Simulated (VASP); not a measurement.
```yaml
crystal:
  lattice:
    - [2.93760, 0.00000, 0.00000]
    - [0.00000, 2.93760, 0.00000]
    - [0.00000, 0.00000, 2.93760]
  atoms:
    - { symbol: Ga, position: [0.50000, 0.50000, 0.50000] }
    - { symbol: Co, position: [0.00000, 0.00000, 0.00000] }
```

The base run (VASP): PBE GGA, plane waves, VASP's PBE PAW potentials (set 64). Settings: 400 eV cut-off, 11×11×11 Γ-centred mesh, first-order Methfessel-Paxton smearing of 0.10 eV, potentials Ga_d Co.

One setting is varied; ΔE counts from the base run. The base run took about 6 core-seconds. The timings are rough (shared machines, no repeats); factors under 2 mean little.

Pressures at a finite cut-off, here 400 eV, hold a Pulay part, which wasn't tested here.

```tsv
setting	cost over the base run	electronic steps	ΔE (meV/atom)	pressure (GPa)
KPOINTS 3×3×3 Monkhorst-Pack mesh	about 1/2	12	-14.5	-10.48
KPOINTS 6×6×6 Monkhorst-Pack mesh	about 1/2	12	-0.1	-9.45
KPOINTS 5×5×5 Monkhorst-Pack mesh	about 1/2	13	-8.4	-9.55
base run	reference	12	0.0	-9.40
KPOINTS 12×12×12 Monkhorst-Pack mesh	within a factor of 2	12	0.4	-9.40
```

Left out are runs that failed, have no time on record or changed the cell.

The compound is CoGa in the CsCl type structure. The cell was not relaxed at this level.
